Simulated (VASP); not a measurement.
All values below come from PBE GGA, VASP's PBE PAW potentials (set 64) (plane waves; VASP).

VASP ran on this input.

POSCAR:
```
Ho
1
    3.5510200000     0.0000000000     0.0000000000
   -1.7755100000     3.0752730000     0.0000000000
    0.0000000000     0.0000000000    11.4254300000
Ho
4
Direct
  0.0000000000   0.0000000000   0.0000000000
  0.0000000000   0.0000000000   0.5000000000
  0.3333330000   0.6666670000   0.2500000000
  0.6666670000   0.3333330000   0.7500000000
```

INCAR:
```
! general
SYSTEM  = Ho
PREC    = Accurate
ENCUT   = 300
LREAL   = .False.
LASPH   = .True.
NBANDS  = 42

! electronic loop
EDIFF   = 1E-6
NELM    = 100
ALGO    = Normal
LMAXMIX = 6

! smearing
ISMEAR  = -1
SIGMA   = 0.1

! functional
GGA     = PE

! spin
ISPIN   = 2
MAGMOM  = 4*4.0

! ions
ISIF    = 2

! output
LWAVE   = .False.
LCHARG  = .False.
LORBIT  = 11
```

### KPOINTS
```
Automatic mesh
0
Gamma
11 11 3
0.5 0.5 0.5
```

POTCAR, in this order: Ho (PBE.64 set). Program: vasp_std.

Output of the run:

File OSZICAR:
```
...
DAV:  12    -0.245883959578E+02   -0.89910E+01   -0.56279E+01 21752   0.380E+01    0.279E+02
DAV:  13    -0.443081488697E+02   -0.19720E+02   -0.62841E+01 22408   0.414E+01    0.203E+02
DAV:  14    -0.358116859331E+02    0.84965E+01   -0.24596E+01 20366   0.258E+01    0.140E+02
DAV:  15    -0.250213878198E+02    0.10790E+02   -0.11306E+01 21266   0.192E+01    0.127E+02
DAV:  16    -0.166629431814E+02    0.83584E+01   -0.12516E+01 21420   0.161E+01    0.118E+02
DAV:  17    -0.114287803822E+02    0.52342E+01   -0.18100E+01 19688   0.213E+01    0.114E+02
DAV:  18    -0.148124651203E+02   -0.33837E+01   -0.74915E+00 21964   0.142E+01    0.101E+02
DAV:  19    -0.845018424373E+01    0.63623E+01   -0.13386E+01 21092   0.295E+01    0.134E+02
DAV:  20    -0.123043132298E+02   -0.38541E+01   -0.21192E+01 22912   0.162E+01    0.109E+02
DAV:  21    -0.120949050320E+02    0.20941E+00   -0.10226E+01 21670   0.161E+01    0.800E+01
DAV:  22    -0.117577491847E+02    0.33716E+00   -0.36461E+00 21364   0.913E+00    0.860E+01
DAV:  23    -0.791319831347E+01    0.38446E+01   -0.38738E+00 21058   0.134E+01    0.794E+01
DAV:  24    -0.110002758095E+02   -0.30871E+01   -0.66706E+00 20320   0.248E+01    0.901E+01
DAV:  25    -0.507183729170E+01    0.59284E+01   -0.37480E+01 21416   0.584E+01    0.269E+02
DAV:  26    -0.615442407858E+01   -0.10826E+01   -0.27190E+01 23148   0.236E+01    0.121E+02
DAV:  27     0.676197202745E+01    0.12916E+02   -0.22026E+01 20386   0.319E+01    0.121E+02
DAV:  28     0.298671740052E+02    0.23105E+02   -0.43033E+01 20282   0.467E+01    0.159E+02
DAV:  29     0.261391142388E+02   -0.37281E+01   -0.22693E+01 21908   0.273E+01    0.116E+02
DAV:  30     0.276119401074E+02    0.14728E+01   -0.76720E+00 21644   0.166E+01    0.116E+02
DAV:  31     0.262322608369E+02   -0.13797E+01   -0.35462E+00 21410   0.125E+01    0.122E+02
DAV:  32     0.271272370059E+02    0.89498E+00   -0.21733E+00 19786   0.146E+01    0.125E+02
DAV:  33     0.239259490284E+02   -0.32013E+01   -0.50721E+00 20980   0.160E+01    0.142E+02
DAV:  34     0.240606620464E+02    0.13471E+00   -0.48119E+00 21168   0.861E+00    0.125E+02
DAV:  35     0.218359787379E+02   -0.22247E+01   -0.31246E+00 19350   0.102E+01    0.131E+02
DAV:  36     0.216761743755E+02   -0.15980E+00   -0.43497E+00 19280   0.778E+00    0.129E+02
DAV:  37     0.229599013837E+02    0.12837E+01   -0.27899E+00 18452   0.624E+00    0.125E+02
DAV:  38     0.223979738077E+02   -0.56193E+00   -0.11157E+00 19214   0.966E+00    0.124E+02
DAV:  39     0.219267388989E+02   -0.47123E+00   -0.97164E-01 20610   0.994E+00    0.125E+02
DAV:  40     0.202767030503E+02   -0.16500E+01   -0.11060E+00 18722   0.648E+00    0.127E+02
DAV:  41     0.183025785033E+02   -0.19741E+01   -0.19312E+00 20170   0.116E+01    0.136E+02
DAV:  42     0.185978682295E+02    0.29529E+00   -0.13843E+00 19544   0.510E+00    0.132E+02
DAV:  43     0.146791721912E+02   -0.39187E+01   -0.70235E+00 19216   0.102E+01    0.169E+02
DAV:  44     0.165677958728E+02    0.18886E+01   -0.67030E+00 19080   0.684E+00    0.141E+02
DAV:  45     0.183952132612E+02    0.18274E+01   -0.49225E+00 19976   0.601E+00    0.136E+02
DAV:  46     0.184925490954E+02    0.97336E-01   -0.21441E+00 20878   0.344E+00    0.139E+02
DAV:  47     0.176850205645E+02   -0.80753E+00   -0.92307E-01 20776   0.472E+00    0.145E+02
DAV:  48     0.155883041715E+02   -0.20967E+01   -0.72022E-01 17994   0.102E+01    0.150E+02
DAV:  49     0.138472005204E+02   -0.17411E+01   -0.10992E+00 19448   0.203E+01    0.157E+02
DAV:  50     0.115776611254E+02   -0.22695E+01   -0.22763E+00 17502   0.170E+01    0.170E+02
DAV:  51     0.210509714634E+00   -0.11367E+02   -0.23565E+02 20542   0.106E+02    0.455E+02
DAV:  52     0.926601992673E+01    0.90555E+01   -0.86862E+01 19314   0.588E+01    0.271E+02
DAV:  53     0.125400747371E+02    0.32741E+01   -0.26087E+01 23010   0.230E+01    0.120E+02
DAV:  54     0.467791725041E+01   -0.78622E+01   -0.16103E+01 18902   0.441E+01    0.122E+02
DAV:  55     0.439039283663E+01   -0.28752E+00   -0.19866E+01 22020   0.261E+01    0.167E+02
DAV:  56     0.161144419195E+02    0.11724E+02   -0.13995E+01 19052   0.366E+01    0.111E+02
DAV:  57     0.180674201509E+02    0.19530E+01   -0.11309E+01 19508   0.362E+01    0.128E+02
DAV:  58     0.219636570442E+02    0.38962E+01   -0.64091E+00 22006   0.176E+01    0.137E+02
DAV:  59     0.267913152931E+02    0.48277E+01   -0.19010E+01 19276   0.295E+01    0.166E+02
DAV:  60     0.287605259243E+02    0.19692E+01   -0.18914E+01 22122   0.207E+01    0.173E+02
DAV:  61    -0.815459589357E+00   -0.29576E+02   -0.11845E+02 19556   0.705E+01    0.196E+02
DAV:  62    -0.105245960619E+02   -0.97091E+01   -0.29301E+01 19292   0.497E+01    0.142E+02
DAV:  63    -0.100682938256E+02    0.45630E+00   -0.14586E+01 21014   0.422E+01    0.152E+02
DAV:  64    -0.152775927438E+02   -0.52093E+01   -0.33199E+01 20518   0.393E+01    0.282E+02
DAV:  65    -0.175969443489E+02   -0.23194E+01   -0.14238E+01 21404   0.164E+01    0.163E+02
DAV:  66    -0.222113613138E+02   -0.46144E+01   -0.10683E+02 17490   0.842E+01    0.335E+02
DAV:  67    -0.252637591121E+02   -0.30524E+01   -0.33355E+01 18840   0.288E+01    0.231E+02
DAV:  68    -0.228417421319E+02    0.24220E+01   -0.28551E+01 18100   0.564E+01    0.124E+02
DAV:  69    -0.409603521067E+02   -0.18119E+02   -0.12177E+01 19056   0.783E+01    0.145E+02
DAV:  70    -0.459529601366E+02   -0.49926E+01   -0.10777E+01 18804   0.244E+01    0.136E+02
DAV:  71    -0.401166768409E+02    0.58363E+01   -0.15305E+01 18026   0.317E+01    0.171E+02
DAV:  72    -0.391998909355E+02    0.91679E+00   -0.10539E+01 21584   0.158E+01    0.133E+02
DAV:  73    -0.336609647284E+02    0.55389E+01   -0.43908E+00 16258   0.328E+01    0.122E+02
DAV:  74    -0.251388027033E+02    0.85222E+01   -0.17031E+01 19150   0.395E+01    0.175E+02
DAV:  75    -0.269785555088E+02   -0.18398E+01   -0.12287E+01 20632   0.175E+01    0.133E+02
DAV:  76    -0.235625783783E+02    0.34160E+01   -0.70239E+00 17440   0.424E+01    0.124E+02
DAV:  77    -0.241632519701E+02   -0.60067E+00   -0.16535E+01 18764   0.473E+01    0.148E+02
DAV:  78    -0.248762026679E+02   -0.71295E+00   -0.13530E+01 19638   0.235E+01    0.903E+01
DAV:  79    -0.249266004842E+02   -0.50398E-01   -0.94042E+00 21322   0.171E+01    0.788E+01
DAV:  80    -0.250585875975E+02   -0.13199E+00   -0.43162E+00 22578   0.841E+00    0.737E+01
DAV:  81    -0.158201464803E+02    0.92384E+01   -0.30700E+01 18884   0.420E+01    0.136E+02
DAV:  82    -0.144416600801E+02    0.13785E+01   -0.13096E+01 20804   0.321E+01    0.870E+01
DAV:  83    -0.130346403097E+02    0.14070E+01   -0.76261E+00 20332   0.279E+01    0.799E+01
DAV:  84    -0.143943486195E+02   -0.13597E+01   -0.15266E+01 21198   0.379E+01    0.726E+01
DAV:  85    -0.171952820626E+02   -0.28009E+01   -0.13125E+01 22652   0.206E+01    0.614E+01
DAV:  86    -0.220905123830E+02   -0.48952E+01   -0.78675E+01 20550   0.948E+01    0.338E+02
DAV:  87    -0.274092326586E+02   -0.53187E+01   -0.59966E+01 23624   0.350E+01    0.171E+02
DAV:  88    -0.208330185950E+02    0.65762E+01   -0.21137E+01 21816   0.307E+01    0.919E+01
DAV:  89    -0.181723468554E+02    0.26607E+01   -0.18036E+01 22628   0.227E+01    0.124E+02
DAV:  90    -0.191973952600E+02   -0.10250E+01   -0.10981E+01 23944   0.121E+01    0.650E+01
DAV:  91    -0.157151006453E+02    0.34823E+01   -0.11912E+01 21052   0.516E+01    0.928E+01
DAV:  92    -0.170648508773E+02   -0.13498E+01   -0.14042E+01 23144   0.177E+01    0.848E+01
DAV:  93    -0.176876136480E+02   -0.62276E+00   -0.64273E+00 22272   0.211E+01    0.424E+01
DAV:  94    -0.182858320923E+02   -0.59822E+00   -0.18385E+00 23814   0.817E+00    0.406E+01
DAV:  95    -0.184336210882E+02   -0.14779E+00   -0.12918E+00 23684   0.801E+00    0.399E+01
DAV:  96    -0.181064656663E+02    0.32716E+00   -0.46988E+00 21990   0.204E+01    0.425E+01
DAV:  97    -0.178532119465E+02    0.25325E+00   -0.56883E+00 21652   0.250E+01    0.566E+01
DAV:  98    -0.186196827145E+02   -0.76647E+00   -0.63661E+00 23782   0.836E+00    0.417E+01
DAV:  99    -0.190709330207E+02   -0.45125E+00   -0.41199E+00 23686   0.937E+00    0.473E+01
DAV: 100    -0.193072506080E+02   -0.23632E+00   -0.23503E+00 24064   0.408E+00
   1 F= -.19307251E+02 E0= -.19307251E+02  d E =-.119339E-09  mag=     0.8213
```

### OUTCAR
```
------------------------ aborting loop EDIFF was not reached (unconverged)  ----------------------------
  FORCE on cell =-STRESS in cart. coord.  units (eV):
  Direction    XX          YY          ZZ          XY          YZ          ZX
  --------------------------------------------------------------------------------------
  Total       13.2108417     13.2108372     33.8920829      0.0000000     -0.0000000      0.0000000
  in kB      169.6413514    169.6412930    435.2106303      0.0000000     -0.0000000      0.0000000
  external PRESSURE =     258.1644249 kB  Pullay stress =       0.0000000 kB
  volume of cell :      124.77
      direct lattice vectors                 reciprocal lattice vectors
     3.551020000  0.000000000  0.000000000     0.281609228  0.162587191  0.000000000
    -1.775510000  3.075273000  0.000000000     0.000000000  0.325174383  0.000000000
     0.000000000  0.000000000 11.425430000     0.000000000  0.000000000  0.087524058
 POSITION                                       TOTAL-FORCE (eV/Angst)
 -----------------------------------------------------------------------------------
      0.00000      0.00000      0.00000        -0.000000      0.000000      0.000000
      0.00000      0.00000      5.71272        -0.000000      0.000000      0.000000
     -0.00000      2.05018      2.85636        -0.000000      0.000000     -0.000000
      1.77551      1.02509      8.56907         0.000000     -0.000000      0.000000
 -----------------------------------------------------------------------------------
    total drift:                                0.000000     -0.000000      0.000000
  FREE ENERGIE OF THE ION-ELECTRON SYSTEM (eV)
  ---------------------------------------------------
  free  energy   TOTEN  =       -19.3072506080 eV

  energy  without entropy=      -19.3072506078  energy(sigma->0) =      -19.30725061

 total charge

# of ion       s       p       d       f       tot
--------------------------------------------------
    1        2.112   5.705   0.418  10.993  19.228
    2        2.112   5.705   0.418  10.993  19.228
    3        2.111   5.714   0.426   9.531  17.781
    4        2.111   5.714   0.426   9.531  17.781
--------------------------------------------------
tot          8.445  22.837   1.688  41.048  74.018

 magnetization (x)

# of ion       s       p       d       f       tot
--------------------------------------------------
    1        0.009   0.076   0.273  -2.755  -2.397
    2        0.009   0.076   0.273  -2.755  -2.397
    3        0.013   0.062   0.279   0.282   0.635
    4        0.013   0.062   0.279   0.282   0.635
--------------------------------------------------
tot          0.042   0.275   1.104  -4.946  -3.524
```
(Selected blocks of OUTCAR.)

stdout:
```
...
 -----------------------------------------------------------------------------
|                                                                             |
|           W    W    AA    RRRRR   N    N  II  N    N   GGGG   !!!           |
|           W    W   A  A   R    R  NN   N  II  NN   N  G    G  !!!           |
|           W    W  A    A  R    R  N N  N  II  N N  N  G       !!!           |
|           W WW W  AAAAAA  RRRRR   N  N N  II  N  N N  G  GGG   !            |
|           WW  WW  A    A  R   R   N   NN  II  N   NN  G    G                |
|           W    W  A    A  R    R  N    N  II  N    N   GGGG   !!!           |
|                                                                             |
|     The electronic self-consistency was not achieved in the given           |
|     number of steps (NELM). The forces and other quantities evaluated       |
|     might not be reliable so examine the results carefully. If you find     |
|     spurious results, we suggest increasing NELM, if you were close to      |
|     convergence or switching to a different ALGO or adjusting the           |
|     density mixing parameters otherwise.                                    |
|                                                                             |
 -----------------------------------------------------------------------------

 -----------------------------------------------------------------------------
|                                                                             |
|           W    W    AA    RRRRR   N    N  II  N    N   GGGG   !!!           |
|           W    W   A  A   R    R  NN   N  II  NN   N  G    G  !!!           |
|           W    W  A    A  R    R  N N  N  II  N N  N  G       !!!           |
|           W WW W  AAAAAA  RRRRR   N  N N  II  N  N N  G  GGG   !            |
|           WW  WW  A    A  R   R   N   NN  II  N   NN  G    G                |
|           W    W  A    A  R    R  N    N  II  N    N   GGGG   !!!           |
|                                                                             |
|     Your highest band is occupied at some k-points! Unless you are          |
|     performing a calculation for an insulator or semiconductor, without     |
|     unoccupied bands, you have included TOO FEW BANDS!! Please increase     |
|     the parameter NBANDS in file INCAR to ensure that the highest band      |
|     is unoccupied at all k-points. It is always recommended to include      |
|     a few unoccupied bands to accelerate the convergence of                 |
|     molecular-dynamics runs (even for insulators or semiconductors),        |
|     since the presence of unoccupied bands improves wavefunction            |
|     prediction and helps to suppress 'band-crossings'.                      |
|                                                                             |
 -----------------------------------------------------------------------------

   1 F= -.19307251E+02 E0= -.19307251E+02  d E =-.119339E-09  mag=     0.8213
```

The run did not converge; its last values are not results.

At this cut-off the stress carries a Pulay error, which pulls relaxed volumes low.

The structure was generated: Ho was put into an ordered model structure, which need not be its known phase. The cell was not relaxed at this level. The run is one of a series of settings (NBANDS = 42 against the base run), some of them coarse on purpose. VASP warned that the highest band is occupied, so more bands are needed.
